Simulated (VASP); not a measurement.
# Be18Cl in VASP: notebook

The runs below take Be18Cl through single point, with LDA.

Everything below comes from runs of VASP 6.6.1. Logs are shortened: lines on timing, memory, paths and dates and some standing lists are left out, and cuts for length are marked.

### 1 The slab as given

The cell holds a slab with vacuum, 19 atoms: a = 4.580 Å, b = 6.870 Å, c = 15.588 Å, α = 90.00°, β = 90.00°, γ = 60.00°.

The cell was built by a generator and needn't be a form met in nature.

### 2 Single point, LDA

The input, INCAR:

```
SYSTEM = Be18Cl
PREC = Accurate
ENCUT = 520
EDIFF = 1E-6
ISMEAR = 0
SIGMA = 0.1
LREAL = Auto
LASPH = .TRUE.
NELM = 80
ALGO = Normal
ISIF = 2
LWAVE = .FALSE.
LCHARG = .FALSE.
GGA = CA
NBANDS = 36
```

The input, KPOINTS:

```
Automatic mesh
0
G
  4 3 1
  0 0 0
```

The input, POSCAR:

```
Be18Cl
1.0
    4.5800000000      0.0000000000      0.0000000000
    3.4350000000      5.9495950000      0.0000000000
    0.0000000000      0.0000000000     15.5884300000
Be Cl
18 1
Direct
    0.0000000000      0.0000000000      0.0641500780
    0.5000000000      0.0000000000      0.0641500780
    0.0000000420      0.3333332773      0.0641500780
    0.5000000420      0.3333332773      0.0641500780
   -0.0000000420      0.6666667227      0.0641500780
    0.4999999580      0.6666667227      0.0641500780
   -0.1755902358      0.2166367627      0.1795881946
    0.3376696443      0.2240297029      0.1802960272
   -0.1727413730      0.5644449748      0.1738099347
    0.3383735362      0.5498192734      0.1770136569
   -0.1610252619      0.8887352837      0.1822717233
    0.3263422568      0.8972842689      0.1789208406
    0.0049377085     -0.0023961295      0.2962404809
    0.5017908627     -0.0100480789      0.2962140511
   -0.0181428358      0.3446975803      0.2825917684
    0.4955582629      0.3415217338      0.2978273630
    0.0044920831      0.6524970187      0.2873657578
    0.4990329443      0.6640937745      0.2901575078
    0.6595612433      0.1089390118      0.4008054692
```

Potentials or basis: VASP PAW LDA potentials, release 64 (Be, Cl).

Launch:

```sh
cat potpaw_LDA.64/Be/POTCAR potpaw_LDA.64/Cl/POTCAR > POTCAR
mpirun -np 1 vasp_std > vasp.out
```

OUTCAR:

```text
SYSTEM = Be18Cl
   PREC = Accurate
   ENCUT = 520
   EDIFF = 1E-6
   ISMEAR = 0
   LREAL = Auto
   LASPH = .TRUE.
   NELM = 80
   ISIF = 2
   GGA = CA

 ion  position               nearest neighbor table
   1  0.000  0.000  0.064-  12 2.21   7 2.21  11 2.25   5 2.29   3 2.29   6 2.29   4 2.29   2 2.29
                             2 2.29
   2  0.500  0.000  0.064-  12 2.21   8 2.25  11 2.28   6 2.29   4 2.29   3 2.29   5 2.29   1 2.29
                             1 2.29
   3  0.000  0.333  0.064-   9 2.19   8 2.25   7 2.27   1 2.29   2 2.29   4 2.29   4 2.29   6 2.29
                             5 2.29
   4  0.500  0.333  0.064-  10 2.18   7 2.21   8 2.23   2 2.29   1 2.29   3 2.29   3 2.29   5 2.29
                             6 2.29
   5  1.000  0.667  0.064-   9 2.14  10 2.21  11 2.27   1 2.29   2 2.29   6 2.29   6 2.29   4 2.29
                             3 2.29
   6  0.500  0.667  0.064-   9 2.15  10 2.21  12 2.25   2 2.29   1 2.29   5 2.29   5 2.29   3 2.29
                             4 2.29
   7  0.824  0.217  0.180-  15 2.12   8 2.20   4 2.21   1 2.21  11 2.22  13 2.24  12 2.25  10 2.26
                            16 2.26   3 2.27   8 2.38
   8  0.338  0.224  0.180-  15 2.13   7 2.20   4 2.23  10 2.24   2 2.25   3 2.25  16 2.26  12 2.27
                            14 2.28  11 2.30   9 2.34   7 2.38
   9  0.827  0.564  0.174-  15 2.14   5 2.14   6 2.15  17 2.16   3 2.19  18 2.23  11 2.26  10 2.29
[... 13 lines left out ...]
  16  0.496  0.342  0.298-  19 2.12  17 2.20  18 2.23  15 2.25  10 2.25   7 2.26   8 2.26  13 2.35
                            15 2.35
  17  0.004  0.652  0.287-   9 2.16  11 2.16  15 2.17  10 2.17  16 2.20  18 2.28  18 2.31  14 2.31
                            13 2.38
  18  0.499  0.664  0.290-  10 2.20  15 2.21  12 2.22  16 2.23   9 2.23  14 2.25  17 2.28  13 2.28
                            17 2.31
  19  0.660  0.109  0.401-  14 2.11  16 2.12  13 2.13

  LATTYP: Found a simple monoclinic cell.
 ALAT       =     4.5800000000
 B/A-ratio  =     3.4035873362
 C/A-ratio  =     1.3228757576
 COS(beta)  =    -0.1889822219

  Lattice vectors:

 A1 = (   4.5800000000,   0.0000000000,   0.0000000000)
 A2 = (   0.0000000000,   0.0000000000, -15.5884300000)
 A3 = (  -1.1450000000,   5.9495950000,   0.0000000000)

Analysis of symmetry for initial positions (statically):
=====================================================================
 Subroutine PRICEL returns:
 Original cell was already a primitive cell.

 Routine SETGRP: Setting up the symmetry group for a
 simple monoclinic supercell.

 Subroutine GETGRP returns: Found  1 space group operations
 (whereof  1 operations were pure point group operations)
 out of a pool of  4 trial point group operations.

The static configuration has the point symmetry C_1 .

Analysis of symmetry for dynamics (positions and initial velocities):
=====================================================================
 Subroutine PRICEL returns:
 Original cell was already a primitive cell.

 Routine SETGRP: Setting up the symmetry group for a
 simple monoclinic supercell.

 Subroutine GETGRP returns: Found  1 space group operations
 (whereof  1 operations were pure point group operations)
 out of a pool of  4 trial point group operations.

The dynamic configuration has the point symmetry C_1 .

 Subroutine INISYM returns: Found  1 space group operations
 (whereof  1 operations are pure point group operations),
 and found     1 'primitive' translations

----------------------------------------------------------------------------------------

                                     Primitive cell

  volume of cell :     424.7714

  direct lattice vectors                    reciprocal lattice vectors
     4.580000000  0.000000000  0.000000000     0.218340611 -0.126059001  0.000000000
     3.435000000  5.949595000  0.000000000     0.000000000  0.168078668  0.000000000
     0.000000000  0.000000000 15.588430000     0.000000000  0.000000000  0.064150142

  length of vectors
     4.580000000  6.870000412 15.588430000     0.252118016  0.168078668  0.064150142

  position of ions in fractional coordinates (direct lattice)
     0.000000000  0.000000000  0.064150078
     0.500000000  0.000000000  0.064150078
     0.000000042  0.333333277  0.064150078
     0.500000042  0.333333277  0.064150078
     0.999999958  0.666666723  0.064150078
     0.499999958  0.666666723  0.064150078
[... 11 lines left out ...]
     0.499032944  0.664093775  0.290157508
     0.659561243  0.108939012  0.400805469

  ion indices of the primitive-cell ions
   primitive index   ion index
                 1           1
                 2           2
                 3           3
                 4           4
                 5           5
                 6           6
[... 11 lines left out ...]
                18          18
                19          19

----------------------------------------------------------------------------------------

 KPOINTS: Automatic mesh

Automatic generation of k-mesh.
 Grid dimensions read from file:
 generate k-points for:    4    3    1

 Generating k-lattice:

  Cartesian coordinates                     Fractional coordinates (reciprocal lattice)
     0.054585153 -0.031514750  0.000000000     0.250000000  0.000000000  0.000000000
     0.000000000  0.056026223  0.000000000     0.000000000  0.333333333  0.000000000
     0.000000000  0.000000000  0.064150142     0.000000000  0.000000000  1.000000000

  Length of vectors
     0.063029504  0.056026223  0.064150142

  Shift w.r.t. Gamma in fractional coordinates (k-lattice)
     0.000000000  0.000000000  0.000000000

 Subroutine IBZKPT returns following result:
 ===========================================

 Found      7 irreducible k-points:

 Following reciprocal coordinates:
            Coordinates               Weight
  0.000000  0.000000  0.000000      1.000000
  0.250000  0.000000  0.000000      2.000000
  0.500000  0.000000  0.000000      1.000000
  0.000000  0.333333  0.000000      2.000000
  0.250000  0.333333  0.000000      2.000000
  0.500000  0.333333  0.000000      2.000000
 -0.250000  0.333333  0.000000      2.000000
   k-points           NKPTS =      7   k-points in BZ     NKDIM =      7   number of bands    NBANDS=     36
   number of dos      NEDOS =    301   number of ions     NIONS =     19
   total plane-waves  NPLWV = 233280
   dimension x,y,z NGX =    36 NGY =   54 NGZ =  120
   dimension x,y,z NGXF=    72 NGYF=  108 NGZF=  240
   ions per type =              18   1
   NGX,Y,Z   is equivalent  to a cutoff of  13.07, 13.07, 12.80 a.u.
   NGXF,Y,Z  is equivalent  to a cutoff of  26.13, 26.13, 25.60 a.u.
 SYSTEM =  Be18Cl
   PREC   = accura    normal or accurate (medium, high low for compatibility)
   ISTART =      0    job   : 0-new  1-cont  2-samecut
   ICHARG =      2    charge: 1-file 2-atom 10-const
   ISPIN  =      1    spin polarized calculation?
   LNONCOLLINEAR =      F non collinear calculations
   LSORBIT =      F    spin-orbit coupling
   LASPH  =      T    aspherical Exc in radial PAW
   ENCUT  =  520.0 eV  38.22 Ry    6.18 a.u.   8.52 12.77 28.98*2*pi/ulx,y,z
   NELM   =     80;   NELMIN=  2; NELMDL= -5     # of ELM steps
   EDIFF  = 0.1E-05   stopping-criterion for ELM
   LREAL  =      T    real-space projection
   EDIFFG = 0.1E-04   stopping-criterion for IOM
   NSW    =      0    number of steps for IOM
   IBRION =     -1    ionic relax: 0-MD 1-quasi-New 2-CG
   NFREE  =      0    steps in history (QN), initial steepest desc. (CG)
   ISIF   =      2    stress and relaxation
   ISYM   =      2    0-nonsym 1-usesym 2-fastsym
   POTIM  = 0.5000    time-step for ionic-motion
   TEBEG  =    0.0;   TEEND  =   0.0 temperature during run
   PSTRESS=    0.0 pullay stress
   NELECT =      43.0000    total number of electrons
   NUPDOWN=      -1.0000    fix difference up-down
   EMIN   =  10.00;   EMAX   =-10.00  energy-range for DOS
   EFERMI =   0.00;   METHOD = LEGACY
   ISMEAR =     0;   SIGMA  =   0.10  broadening in eV -4-tet -1-fermi 0-gaus
   EFERMI_NEDOS =   21; number of points for ismear=-14 and -15
   IALGO  =     38    algorithm
   IMIX   =      4    mixing-type and parameters
     AMIX     =   0.40;   BMIX     =  1.00
     AMIX_MAG =   1.60;   BMIX_MAG =  1.00
  volume/ion in A,a.u.               =      22.36       150.87
  Fermi-wavevector in a.u.,A,eV,Ry     =   0.762979  1.441821  7.920453  0.582137
  Thomas-Fermi vector in A             =   1.862560
   LORBIT       =      0    0 simple, 1 ext, 2 COOP (PROOUT), +10 PAW based schemes
   GGA     = CA    functional components
   LHFCALC =     F    Hartree Fock is set to
   AEXX    =    0.0000 exact exchange contribution
   IVDW    =     0    specifies the selected vdW correction
   LEPSILON=     F    determine dielectric tensor
   LRPA    =     F    only Hartree local field effects (RPA)
 non-spin polarized calculation
 Gauss-broadening in eV      SIGMA  =   0.10
  energy-cutoff  :      520.00
  volume of cell :      424.77
 maximum number of plane-waves:     11487
 NGX is ok and might be reduce to    36
   NGX = 17   NGY = 25   NGZ = 57

 number of electron      43.0000000 magnetization

 Free energy of the ion-electron system (eV)
  ---------------------------------------------------
  ext. energy  EPLUGINS =         0.00000000
  ---------------------------------------------------
  free energy    TOTEN  =       -72.72835815 eV

  energy without entropy =      -72.70889043  energy(sigma->0) =      -72.71862429

 E-fermi :  -0.8020     XC(G=0):  -5.2947

 val. band max:       -0.8363533535   @ k =  -0.2500   0.3333   0.0000
 cond. band min:      -0.6880474643   @ k =   0.2500   0.0000   0.0000
 fundamental gap:      0.1483058892
 Fermi energy:        -0.8020326827

 k-point     1 :       0.0000    0.0000    0.0000
  band No.  band energies     occupation
      1     -17.8312      2.00000
      2     -10.3888      2.00000
      3      -8.3365      2.00000
      4      -7.5090      2.00000
      5      -7.4292      2.00000
      6      -6.7014      2.00000
[... 241 lines left out ...]
     32       3.8740      0.00000
     33       4.0103      0.00000
 [bands above 33 left out]

------------------------ aborting loop because EDIFF is reached ----------------------------------------

  FORCE on cell =-STRESS in cart. coord.  units (eV):
  Direction    XX          YY          ZZ          XY          YZ          ZX
  --------------------------------------------------------------------------------------
  -------------------------------------------------------------------------------------
  Total      -12.8058786    -14.7992130      0.3220477      1.5237949     -0.0336658     -0.0191141
  in kB      -48.3019546    -55.8205285      1.2147182      5.7475378     -0.1269826     -0.0720955
  external PRESSURE =     -34.3025883 kB  Pullay stress =       0.0000000 kB

 VOLUME and BASIS-vectors are now :
 -----------------------------------------------------------------------------
  energy-cutoff  :      520.00
  volume of cell :      424.77
      direct lattice vectors                 reciprocal lattice vectors
     4.580000000  0.000000000  0.000000000     0.218340611 -0.126059001  0.000000000
     3.435000000  5.949595000  0.000000000     0.000000000  0.168078668  0.000000000
     0.000000000  0.000000000 15.588430000     0.000000000  0.000000000  0.064150142

 POSITION                                       TOTAL-FORCE (eV/Angst)
 -----------------------------------------------------------------------------------
      0.00000      0.00000      1.00000        -0.020757     -0.023544      0.004446
      2.29000      0.00000      1.00000         0.074733     -0.081297      0.043999
      1.14500      1.98320      1.00000        -0.069382     -0.198628      0.129449
      3.43500      1.98320      1.00000         0.030326     -0.001634      0.125846
      6.87000      3.96640      1.00000         0.147223      0.132974     -0.087792
      4.58000      3.96640      1.00000        -0.164228      0.171539     -0.301578
[... 11 lines left out ...]
      4.56673      3.95109      4.52310        -0.001588      0.007161      0.019400
      3.39500      0.64814      6.24793        -0.015245     -0.024811     -0.004910
 -----------------------------------------------------------------------------------
    total drift:                               -0.000841     -0.000249      0.001327

  FREE ENERGIE OF THE ION-ELECTRON SYSTEM (eV)
  ---------------------------------------------------
  free  energy   TOTEN  =       -72.7283581453 eV

  energy  without entropy=      -72.7088904338  energy(sigma->0) =      -72.71862429
```

Run time: 5.3 min. Hardware: 1 thread of Intel Xeon Platinum 8375C at 2.90GHz (Ice Lake), shared host; peak memory 0.41 GiB.

What came out:

```
Free energy            : -72.7284 eV
Largest force          : 0.384 eV/Å
Band gap on the k mesh : none (metal or under the smearing width)
```

Forces on the atoms (eV/Å):
```
Be  -0.021 -0.024  0.004
Be   0.075 -0.081  0.044
Be  -0.069 -0.199  0.129
Be   0.030 -0.002  0.126
Be   0.147  0.133 -0.088
Be  -0.164  0.172 -0.302
Be   0.008  0.002 -0.001
Be   0.006 -0.002 -0.003
Be   0.010  0.007 -0.007
Be  -0.013 -0.011 -0.013
Be  -0.010 -0.007 -0.011
Be   0.000  0.009  0.009
Be  -0.020  0.017  0.023
Be   0.026  0.012  0.036
Be  -0.001 -0.008  0.019
Be   0.009  0.009  0.009
Be   0.005 -0.009  0.009
Be  -0.002  0.007  0.019
Cl  -0.015 -0.025 -0.005
```

Caveat: the k mesh is coarse (spacing up to 0.40 Å⁻¹), so the values aren't converged; an odd number of electrons without spin polarisation forces a metal; a magnetic or distorted state may lie lower.

### 3 Single point, LDA

Edit INCAR of step 2 so:

```diff
@@ -9,3 +9,3 @@
 NELM = 80
-ALGO = Normal
+ALGO = Fast
 ISIF = 2
```

The input, KPOINTS:

```
regular mesh
0
G
  4 3 1
  0 0 0
```

The input, POSCAR:

```
Be18Cl
1.0
    4.5800000000      0.0000000000      0.0000000000
    3.4350000000      5.9495950000      0.0000000000
    0.0000000000      0.0000000000     15.5884300000
Be Cl
18 1
Direct
    0.0000000000      0.0000000000      0.0641500780
    0.5000000000      0.0000000000      0.0641500780
    0.0000000420      0.3333332773      0.0641500780
    0.5000000420      0.3333332773      0.0641500780
   -0.0000000420      0.6666667227      0.0641500780
    0.4999999580      0.6666667227      0.0641500780
   -0.1736577012      0.2306175462      0.1789208406
    0.3389746541      0.2220687290      0.1822717233
   -0.1623303137      0.5573629802      0.1802960272
    0.3244098063      0.5499700400      0.1795881946
   -0.1616264218      0.8831525507      0.1770136569
    0.3272586690      0.8977782521      0.1738099347
   -0.0009670137     -0.0025729482      0.2901575078
    0.5044919991     -0.0141695359      0.2873657578
    0.0017909047      0.3232851984      0.2962140511
    0.5049377505      0.3309371478      0.2962404809
   -0.0044416950      0.6748550111      0.2978273630
    0.4818572062      0.6780308576      0.2825917684
    0.1595611593      0.4422724572      0.4008054692
```

Potentials or basis: VASP PAW LDA potentials, release 64 (Be, Cl).

Launch:

```sh
cat potpaw_LDA.64/Be/POTCAR potpaw_LDA.64/Cl/POTCAR > POTCAR
mpirun -np 1 vasp_std > vasp.out
```

It took 5.2 min on 1 thread of Intel Xeon Platinum 8375C at 2.90GHz (Ice Lake), shared host; peak memory 0.39 GiB.

The run converged. Its results:

- Free energy: -72.7284 eV
- Largest force: 0.384 eV/Å
- Band gap on the k mesh: none (metal or under the smearing width)

Forces on the atoms (eV/Å):
```
Be  -0.164  0.172 -0.302
Be   0.147  0.133 -0.088
Be   0.075 -0.081  0.044
Be  -0.021 -0.024  0.004
Be   0.030 -0.002  0.126
Be  -0.069 -0.199  0.129
Be   0.000  0.009  0.009
Be  -0.010 -0.007 -0.011
Be   0.006 -0.002 -0.003
Be   0.008  0.002 -0.001
Be  -0.013 -0.011 -0.013
Be   0.010  0.007 -0.007
Be  -0.002  0.007  0.019
Be   0.005 -0.009  0.009
Be   0.026  0.012  0.036
Be  -0.020  0.017  0.023
Be   0.009  0.009  0.009
Be  -0.001 -0.008  0.019
Cl  -0.015 -0.025 -0.005
```

Levels at points of the mesh, in eV from the Fermi level:
```csv
k point,band 20,band 21,band 22,band 23,band 24,band 25
"(0.00, 0.00, 0.00)",-0.52,-0.38,-0.18,0.54,2.45,2.52
"(0.50, 0.00, 0.00)",-0.37,-0.20,0.14,0.85,0.98,1.86
```

Caveat: the k mesh is coarse (spacing up to 0.40 Å⁻¹), so the values aren't converged; an odd number of electrons without spin polarisation forces a metal; a magnetic or distorted state may lie lower.

(Continued in part 2 of 2.)
